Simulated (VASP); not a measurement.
Consider the following.

```
CuI
1.0
    0.00000     3.08835     3.08835
    3.08835     0.00000     3.08835
    3.08835     3.08835     0.00000
Cu I
1 1
Direct
  0.00000   0.00000   0.00000
  0.25000   0.25000   0.25000
```

These are vdW-DF2, VASP's PBE PAW potentials (set 64) (plane waves; VASP) values and carry that method's errors. Settings: 520 eV cut-off, 7×7×7 Γ-centred mesh, Gaussian smearing of 0.050 eV, potentials Cu I.

Unless said otherwise, spin-orbit coupling is left out, though it shifts the bands of the heavy elements here.

**Question.** Predict the energy per atom (σ→0), pressure, band gap (on the k-mesh) with the smallest direct gap where there is one.

**Answer.** 
The band gap (on the k-mesh) is 0.92 eV and the smallest direct gap (on the k-mesh) comes out as 0.92 eV. The energy per atom (σ→0) is -0.196 eV/atom and the pressure comes out as 2.17 GPa.

Total energies compare only between runs with the same potentials, cut-off and functional.

The compound is CuI in the zinc blende structure. This cell is one point of a volume scan, at 0.94 of the reference volume.
